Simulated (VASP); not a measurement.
Input:

```
Ge
1.0
    0.00000     2.86542     2.86542
    2.86542     0.00000     2.86542
    2.86542     2.86542     0.00000
Ge
2
Direct
  0.00000   0.00000   0.00000
  0.25000   0.25000   0.25000
```

All values below come from PBEsol GGA, VASP's PBE PAW potentials (set 64) (plane waves; VASP). Numerical set-up: 520 eV cut-off, 11×11×11 Γ-centred mesh, first-order Methfessel-Paxton smearing of 0.10 eV, potentials Ge_d.

Give the stress tensor in GPa (positive for a compressed cell).

```
-1.93   0.00   0.00
 0.00  -1.93   0.00
 0.00   0.00  -1.93
```
The pressure is its mean diagonal, -1.93 GPa.

The compound is Ge in the diamond structure. This cell is one point of a volume scan, at 1.03 of the reference volume.
